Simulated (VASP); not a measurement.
# Al: elastic constants with PBEsol

The system is Al.

```
CELL_PARAMETERS angstrom
0.00000 2.00782 2.00782
2.00782 0.00000 2.00782
2.00782 2.00782 0.00000
ATOMIC_POSITIONS crystal
Al 0.00000 0.00000 0.00000
```

```
Program                   : VASP 6.6.1
Task                      : elastic constants
Functional                : PBEsol
Potentials or basis       : VASP PAW PBE potentials, release 64 (Al)
Cutoff                    : 600 eV
k mesh                    : 16 × 16 × 16
Occupations               : methfessel-paxton, width 0.1 eV
Spin                      : no spin polarisation
Ions in elastic constants : relaxed
Further INCAR settings    : ALGO = Fast; EDIFF = 1e-08; IBRION = 6; POTIM = 0.015; NSW = 1; ISIF = 3
```

```json
{
 "Elastic constants C11, C12, C44": "181, 30, 48 GPa",
 "Voigt bulk modulus": "80 GPa"
}
```

Elastic tensor in Voigt notation (GPa, in the Cartesian axes of the cell as first typed):
```
181  30  30   0   0   0
 30 181  30   0   0   0
 30  30 181   0   0   0
  0   0   0  48   0   0
  0   0   0   0  48   0
  0   0   0   0   0  48
```

Clamped-ion elastic tensor (GPa):
```
181  30  30   0   0   0
 30 181  30   0   0   0
 30  30 181   0   0   0
  0   0   0  48   0   0
  0   0   0   0  48   0
  0   0   0   0   0  48
```

Wall time 7.9 min on 1 thread of AMD EPYC 7R13 Processor (Zen 3), with other jobs on the host, peak memory 0.29 GiB.

Caveat: the PAW data sets were made with another functional, which shifts forces and pressure a little.
